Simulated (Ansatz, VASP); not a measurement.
Two plane-wave programs on ScGa3Te

Contents of INCAR:

```
PREC = Accurate ; ENCUT = 520
EDIFF = 1E-6 ; ISMEAR = 0
SIGMA = 0.1 ; LREAL = F
LASPH = T ; NELM = 100
ALGO = Fast ; ISIF = 2
LWAVE = F ; LCHARG = F
GGA = PE ; NBANDS = 36
```

The input KPOINTS:

```
Automatic mesh
0
Gamma
  4 4 4
```

POSCAR

```
ScGa3Te
1.0
    4.7210642700      0.0000000000      0.0000000000
    0.0000000000      4.7210642700      0.0000000000
    0.0000000000      0.0000000000      4.7210642700
Sc Ga Te
1 3 1
Direct
    0.5000000000      0.5000000000      0.5000000000
    0.0000000000      0.5000000000      0.5000000000
    0.5000000000      0.0000000000      0.5000000000
    0.5000000000      0.5000000000      0.0000000000
    0.0000000000      0.0000000000      0.0000000000
```

Input for Ansatz:

```yaml
crystal:
  lattice:
    - [4.72106427, 0.0, 0.0]
    - [0.0, 4.72106427, 0.0]
    - [0.0, 0.0, 4.72106427]
  atoms:
    - { symbol: Sc, position: [0.5, 0.5, 0.5] }
    - { symbol: Ga, position: [0.0, 0.5, 0.5] }
    - { symbol: Ga, position: [0.5, 0.0, 0.5] }
    - { symbol: Ga, position: [0.5, 0.5, 0.0] }
    - { symbol: Te, position: [0.0, 0.0, 0.0] }
basis:
  ecutwfc: 420
kpoints:
  mp_grid: { grid: [4, 4, 4] }
hamiltonian:
  xc: pbe
scf:
  occupations: { method: gaussian, width: 0.1 }
  lower_state_search: "off"
output:
  forces: true
  stress: true
  eigenvalues: true
```

Change from the starting cell: species swapped into the Sc3TlB type (Pm-3m, No. 221).

Alike in both runs: task single point; functional PBE; k mesh 4 × 4 × 4; occupations gaussian, width 0.1 eV; no spin polarisation.

```csv
,VASP,Ansatz
version,VASP 6.6.1,Ansatz 0.2.0
potentials or method,"VASP PAW PBE potentials, release 64 (Sc_sv, Ga_d, Te)","scalar-relativistic, plane waves, PAW"
plane-wave cutoff (eV),520,420
valence electrons in the cell,56,66
```

|  | VASP | Ansatz | Ansatz less VASP |
| --- | --- | --- | --- |
| gap on the k mesh at the Fermi level (eV) | none | none | - |
| pressure (GPa) | 20.4 | 20.1 | -0.26 |

A gap of «none» marks a metal or a gap that the smearing closes. With one functional, cell and mesh, what is left measures potentials, basis and numerics. The two sets of potentials don't hold the same shells in valence.

Caveats: so large a pressure means that the cell lies far from this level's equilibrium, or that cutoff or potentials fall short (VASP). Spin-orbit coupling is left out, which matters for the levels of Te.
